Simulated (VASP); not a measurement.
Input:

```xyz
63
Lattice="8.7583 0.0000 0.0000 0.0000 8.7583 0.0000 0.0000 0.0000 8.7583" Properties=species:S:1:pos:R:3 pbc="T T T"
Si     4.3621     8.7393     8.7381
Si     6.5704     2.1992     8.7320
Si     6.5700     8.7320     2.1990
Si     0.0036     8.7436     8.7434
Si     2.1831     2.1834     8.7413
Si     4.3790     4.3671     8.7312
Si     6.5874     6.5858     8.7373
Si     2.1827     8.7425     2.1821
Si     4.3128     2.1267     2.1251
Si     6.6357     4.4411     2.1245
Si     4.3799     8.7323     4.3658
Si     6.6382     2.1240     4.4415
Si     6.5884     8.7377     6.5847
Si     0.0078     4.3829     8.7405
Si     2.1873     6.5813     8.7427
Si     0.0168     2.1986     2.1982
Si     2.1740     4.3684     2.1973
Si     4.3784     6.5932     2.1984
Si     0.0093     8.7407     4.3831
Si     2.1746     2.1984     4.3674
Si     4.3117     4.4416     4.4398
Si     6.5701     6.5916     4.3657
Si     2.1885     8.7438     6.5800
Si     4.3795     2.2000     6.5911
Si     6.5698     4.3661     6.5911
Si     0.0083     6.5832     2.1811
Si     0.0165     4.3674     4.3672
Si     2.1824     6.5832     4.3821
Si     0.0089     2.1817     6.5828
Si     2.1825     4.3828     6.5815
Si     4.3616     6.5860     6.5843
Si     0.0037     6.5797     6.5794
C      5.4888     1.0988     1.0980
C      7.6598     3.2711     1.1003
C      7.6607     1.1000     3.2710
C      1.0942     1.0927     1.0914
C      3.2892     3.2958     1.0999
C      5.4602     5.4691     1.0967
C      7.6652     7.6628     1.0925
C      3.2903     1.1016     3.2947
C      7.6599     5.4649     3.2938
C      5.4614     1.0977     5.4678
C      7.6605     3.2942     5.4651
C      7.6658     1.0928     7.6626
C      1.0960     5.4743     1.0905
C      3.2830     7.6626     1.0927
C      1.0957     3.2832     3.2824
C      3.2892     5.4660     3.2699
C      5.4747     7.6618     3.2819
C      1.0975     1.0920     5.4732
C      3.2899     3.2716     5.4642
C      5.4885     5.4676     5.4666
C      7.6662     7.6605     5.4711
C      3.2840     1.0945     7.6610
C      5.4749     3.2825     7.6619
C      7.6654     5.4718     7.6604
C      1.0954     7.6622     3.2813
C      1.0945     5.4735     5.4723
C      3.2839     7.6632     5.4704
C      1.0955     3.2826     7.6615
C      3.2833     5.4724     7.6615
C      5.4745     7.6623     7.6610
C      1.0951     7.6622     7.6609
```
Cell charge -1.

These are HSE06 screened hybrid, VASP's PBE PAW potentials (set 64) (plane waves; VASP) values and carry that method's errors. Numerical set-up: PREC = Normal, LREAL = Auto, ISYM = 0, NELECT = 253.0, EDIFF = 1E-5, 400 eV cut-off, 1×1×1 Γ-centred mesh, Gaussian smearing of 0.050 eV, potentials Si C. Starting moments (MAGMOM): 63*0.0159. The cell's moment is fixed (NUPDOWN = 1).

The cell is charged, with a uniform compensating background. The supercell is sampled at Γ alone, which is coarse: total energies, pressure and levels can be off, energies of defects by several tenths of an eV.

### Question
Predict the cell moment, energy per atom (σ→0).

### Answer

The cell moment is 1.00 μB and the energy per atom (σ→0) is -8445 meV/atom.

The absolute energy has meaning only against runs of the same code, potentials and settings.

The cell is a supercell with a defect, built from SiC (zinc blende): vac_C, charge -1. The cell's shape comes from a PBE relaxation.
